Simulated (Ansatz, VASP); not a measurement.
# MoS2 in two plane-wave programs

Wanted: the spread between two codes on one cell, functional and k mesh. The cell is taken from a series of VASP runs on this material, whose earlier steps may have relaxed, scaled or displaced it; both programs get it as it stands. Other levels of theory on this material are compared in a session of their own.

Main program and level: Ansatz 0.2.0; plane waves, with VASP 6.6.1 beside it; band structure at PBEsol, spin-orbit coupling.

## 1. The starting structure

Symmetry: R3m, No. 160, trigonal system. Conventional cell: a = 3.160 Å, b = 3.160 Å, c = 18.450 Å, α = 90.00°, β = 90.00°, γ = 120.00°. Mo has 6 S at 2.39 to 2.40 Å nearest. Nearest to S lie 3 Mo at 2.39 Å. Nearest to S lie 3 Mo at 2.40 Å. Farther neighbours and most contacts between anions are not listed.

Structure file:

```xyz
3
Lattice="1.5800 0.9122 6.1500 -1.5800 0.9122 6.1500 0.0000 -1.8244 6.1500" Properties=species:S:1:pos:R:3 pbc="T T T"
Mo    0.0000    0.0000    0.0018
S     0.0000    0.0000    4.6006
S     0.0000    0.0000    7.7038
```

## 2. VASP: band structure, PBEsol, spin-orbit coupling

Levels along a path test the potential and the projectors away from the mesh points.

Lines of VASP's logs that name or quote its potential files are left out, and so is its time.

Contents of INCAR:

```
SYSTEM = MoS2
PREC = Accurate
ENCUT = 400
EDIFF = 1E-06
NELM = 100
ISMEAR = 0
SIGMA = 0.02
LREAL = .FALSE.
ALGO = Normal
GGA = PS
LNONCOLLINEAR = .TRUE.
MAGMOM = 0 0 0 0 0 0 0 0 0
NBANDS = 38
GGA_COMPAT = .FALSE.
LASPH = .TRUE.
LSORBIT = .TRUE.
LMAXMIX = 4
LORBIT = 11
LWAVE = .FALSE.
LCHARG = .FALSE.
KPAR = 4
ISIF = 2
```

Contents of POSCAR:

```
MoS2
1.0
    1.5799999400      0.9122133910      6.1500000000
   -1.5799999400      0.9122133910      6.1500000000
    0.0000000000     -1.8244267820      6.1500000000
Mo S
1 2
Direct
    0.0000969778      0.0000969778      0.0000969778
    0.2493547625      0.2493547625      0.2493547625
    0.4175482597      0.4175482597      0.4175482597
```

Contents of KPOINTS:

```
Automatic mesh
0
Gamma
10 10 10
0 0 0
```

Contents of KPOINTS_OPT:

```
Line mode
16
Line-mode
Reciprocal
  0.00000000   0.00000000   0.00000000 GAMMA
  0.50000000   0.00000000   0.00000000 L

  0.50000000   0.00000000   0.00000000 L
  0.50000000   0.18133401  -0.18133401 B1

  0.81866599   0.50000000   0.18133401 B
  0.50000000   0.50000000   0.50000000 Z

  0.50000000   0.50000000   0.50000000 Z
  0.00000000   0.00000000   0.00000000 GAMMA

  0.00000000   0.00000000   0.00000000 GAMMA
  0.34066700   0.00000000  -0.34066700 X

  0.65933300   0.34066700   0.00000000 Q
  0.50000000   0.50000000   0.00000000 F

  0.50000000   0.50000000   0.00000000 F
  0.65933300   0.65933300   0.18133401 P1

  0.65933300   0.65933300   0.18133401 P1
  0.50000000   0.50000000   0.50000000 Z

  0.50000000   0.00000000   0.00000000 L
  0.81866599   0.34066700   0.34066700 P
```

The projector-augmented-wave data sets are Mo_sv and S (PBE family, release 64).

The run is started by

```sh
> mpirun -np 4 vasp_ncl
```

Numbers of over 12 decimals in the logs are rounded to 6 here.

The program printed:

```text
[banner, memory and clock lines left out]
running    4 mpi-ranks, on    1 nodes
 distrk:  each k-point on    1 cores,    4 groups
 distr:  one band on    1 cores,    1 groups

 POSCAR found type information on POSCAR MoS
 POSCAR found :  2 types and       3 ions
|                                                                             |
|               ----> ADVICE to this user running VASP <----                  |
|                                                                             |
|     You enforced a specific xc type in the INCAR file but a different       |
|     [... a line on the potential file left out ...]
|     I HOPE YOU KNOW WHAT YOU ARE DOING!                                     |
|                                                                             |

 LDA part: xc-table for (Slater+PW92), standard interpolation
 POSCAR, INCAR and KPOINTS ok, starting setup
 FFT: planning ... GRIDC
 FFT: planning ... GRID_SOFT
 FFT: planning ... GRID
 WAVECAR not read
 entering main loop
       N       E                     dE             d eps       ncg     rms          rms(c)
DAV:   1     0.176114714747E+03    0.17611E+03   -0.12038E+04 18296   0.106E+03
DAV:   2    -0.161229600524E+02   -0.19224E+03   -0.18454E+03 20160   0.310E+02
DAV:   3    -0.248620966470E+02   -0.87391E+01   -0.86063E+01 20354   0.610E+01
DAV:   4    -0.250018385678E+02   -0.13974E+00   -0.13960E+00 20164   0.808E+00
DAV:   5    -0.250043447914E+02   -0.25062E-02   -0.25059E-02 20224   0.106E+00    0.258E+01
DAV:   6    -0.239062235190E+02    0.10981E+01   -0.52792E+00 18260   0.202E+01    0.867E+00
DAV:   7    -0.236559640482E+02    0.25026E+00   -0.17806E+00 17636   0.116E+01    0.587E+00
DAV:   8    -0.235444048687E+02    0.11156E+00   -0.24325E-01 19060   0.439E+00    0.203E+00
DAV:   9    -0.235450367117E+02   -0.63184E-03   -0.34554E-02 19722   0.118E+00    0.730E-01
DAV:  10    -0.235431468438E+02    0.18899E-02   -0.72816E-03 18926   0.755E-01    0.245E-01
DAV:  11    -0.235432549949E+02   -0.10815E-03   -0.65026E-04 20014   0.161E-01    0.776E-02
DAV:  12    -0.235431923126E+02    0.62682E-04   -0.25046E-04 19112   0.128E-01    0.215E-02
DAV:  13    -0.235431950785E+02   -0.27659E-05   -0.21315E-05 18924   0.341E-02    0.162E-02
DAV:  14    -0.235431975298E+02   -0.24512E-05   -0.30512E-06 17278   0.122E-02    0.436E-03
DAV:  15    -0.235431977564E+02   -0.22665E-06   -0.22859E-07 12736   0.343E-03
   1 F= -.23543198E+02 E0= -.23543198E+02  d E =-.239616E-87  mag=    -0.0000    -0.0000    -0.0000
 Start KPOINTS_OPT (optional k-point list driver)
k-point batch [1-144\144]
       N       E                     dE             ncg
DAV:   1    -0.586432116392E+04   -0.93271E+05    12192
DAV:   2    -0.333999679159E+05   -0.27536E+05    13334
DAV:   3    -0.346225521977E+05   -0.12226E+04    13112
DAV:   4    -0.346428113345E+05   -0.20259E+02    13100
DAV:   5    -0.346431737724E+05   -0.36244E+00    13172
DAV:   6    -0.346431835611E+05   -0.97886E-02    13180
DAV:   7    -0.346431838822E+05   -0.32117E-03    13182
DAV:   8    -0.346431838939E+05   -0.11616E-04     9908
DAV:   9    -0.346431838945E+05   -0.65817E-06     7922
```

Parts of OUTCAR (step 2):

```text
ion  position               nearest neighbor table
   1  0.000  0.000  0.000-   2 2.39   2 2.39   2 2.39   3 2.40   3 2.40   3 2.40
   2  0.249  0.249  0.249-   1 2.39   1 2.39   1 2.39
   3  0.418  0.418  0.418-   1 2.40   1 2.40   1 2.40

  LATTYP: Found a trigonal (rhomboedric) cell.
 ALAT       =     6.4149070984
 COS(alpha) =     0.8786713419

 Subroutine GETGRP returns: Found  6 space group operations
 (whereof  6 operations were pure point group operations)

The static configuration has the point symmetry C_3v.

 Found    220 irreducible k-points:

   k-points           NKPTS =    220   k-points in BZ     NKDIM =    220   number of bands    NBANDS=     38

   dimension x,y,z NGX =    42 NGY =   42 NGZ =   42
   dimension x,y,z NGXF=    84 NGYF=   84 NGZF=   84

   ENCUT  =  400.0 eV  29.40 Ry    5.42 a.u.  10.46 10.46 10.46*2*pi/ulx,y,z

   NELECT =      26.0000    total number of electrons

 k-points in reciprocal lattice and weights: Automatic mesh
   0.00000000  0.00000000  0.00000000       0.001
   0.10000000  0.00000000  0.00000000       0.003
  -0.10000000 -0.00000000  0.00000000       0.003
   0.20000000  0.00000000  0.00000000       0.003
  -0.20000000 -0.00000000  0.00000000       0.003
   0.30000000  0.00000000  0.00000000       0.003
  -0.30000000  0.00000000 -0.00000000       0.003
   0.40000000 -0.00000000  0.00000000       0.003
  -0.40000000  0.00000000  0.00000000       0.003
[...]
-0.40000000  0.50000000  0.40000000       0.006
   0.50000000  0.50000000  0.50000000       0.001

 average (electrostatic) potential at core
       1 -74.4436       2 -84.4375       3 -84.4420

 E-fermi :   7.8324

 k-point     1 :       0.0000    0.0000    0.0000
  band No.  band energies     occupation
    ...
     22       5.3296      1.00000
     23       6.3165      1.00000
     24       6.3165      1.00000
     25       6.3436      1.00000
     26       6.3436      1.00000
     27       9.5586      0.00000
     28       9.5586      0.00000
     29       9.6401      0.00000
     30       9.6401      0.00000
     31      10.0151      0.00000
    ...

 k-point     2 :       0.1000    0.0000    0.0000
  band No.  band energies     occupation
    ...
     22       5.0509      1.00000
     23       6.2735      1.00000
     24       6.2799      1.00000
     25       6.5552      1.00000
     26       6.5584      1.00000
     27       9.4670      0.00000
     28       9.5091      0.00000
     29       9.5243      0.00000
     30       9.5674      0.00000
     31       9.7964      0.00000
    ...

 k-point     3 :      -0.1000   -0.0000    0.0000
  band No.  band energies     occupation
    ...
     22       5.0509      1.00000
     23       6.2735      1.00000
     24       6.2799      1.00000
     25       6.5552      1.00000
     26       6.5584      1.00000
     27       9.4670      0.00000
     28       9.5091      0.00000
     29       9.5243      0.00000
     30       9.5674      0.00000
     31       9.7964      0.00000
    ...

  Total       -0.5223917     -0.5223917      0.0373615      0.0000000      0.0000000      0.0000000
  in kB      -15.7371811    -15.7371811      1.1255252      0.0000000      0.0000000      0.0000000
  external PRESSURE =     -10.1162790 kB  Pullay stress =       0.0000000 kB

  energy-cutoff  :      400.00
  volume of cell :       53.18
      direct lattice vectors                 reciprocal lattice vectors
     1.579999940  0.912213391  6.150000000     0.316455708  0.182705788  0.054200542
    -1.579999940  0.912213391  6.150000000    -0.316455708  0.182705788  0.054200542
     0.000000000 -1.824426782  6.150000000     0.000000000 -0.365411577  0.054200542

 POSITION                                       TOTAL-FORCE (eV/Angst)
 -----------------------------------------------------------------------------------
      0.00000      0.00000      0.00179         0.000000      0.000000      0.000327
      0.00000      0.00000      4.60060         0.000000      0.000000     -0.002580
      0.00000      0.00000      7.70377         0.000000      0.000000      0.002253
 -----------------------------------------------------------------------------------
    total drift:                               -0.000000      0.000000      0.000106

  FREE ENERGIE OF THE ION-ELECTRON SYSTEM (eV)
  ---------------------------------------------------
  free  energy   TOTEN  =       -23.5431977564 eV

  energy  without entropy=      -23.5431977564  energy(sigma->0) =      -23.54319776

 Spin-Orbit-Coupling matrix elements
 Ion:    1  E_soc:     -0.1919593
 Ion:    2  E_soc:     -0.0022510
 Ion:    3  E_soc:     -0.0022473

 total charge
# of ion       s       p       d       tot
------------------------------------------
    1        2.298   6.230   3.983  12.511
    2        1.358   2.322   0.000   3.680
    3        1.359   2.322   0.000   3.680
--------------------------------------------------
tot          5.015  10.874   3.983  19.872

 magnetization (x)
# of ion       s       p       d       tot
------------------------------------------
    1        0.000   0.000   0.000   0.000
    2        0.000  -0.000   0.000  -0.000
    3        0.000   0.000   0.000   0.000
--------------------------------------------------
tot          0.000  -0.000   0.000  -0.000

 magnetization (y)
# of ion       s       p       d       tot
------------------------------------------
    1        0.000   0.000   0.000   0.000
    2        0.000   0.000   0.000   0.000
    3        0.000   0.000   0.000   0.000
--------------------------------------------------
tot          0.000   0.000   0.000   0.000

 magnetization (z)
# of ion       s       p       d       tot
------------------------------------------
    1        0.000   0.000   0.000   0.000
    2        0.000   0.000   0.000   0.000
    3        0.000   0.000   0.000   0.000
--------------------------------------------------
tot          0.000   0.000   0.000   0.000

[... 3 further parts left out ...]
```

The run ends at a pressure of -1.01 GPa, with forces up to 0.0026 eV/Å.

(Continued in part 2 of 2.)

[Lines on the potential files, build, host, timing and source positions are cut from VASP's logs without a mark.]

[Logs are printed without paths, hosts, clocks, repeated set-up lines and the standing remarks that a program may print on its own settings, such as how far it seeks lower states.]

[Hosts, paths, dates, database ids (printed as entryN), source tags and the programs' standing remarks are cut or masked in the printed files.]
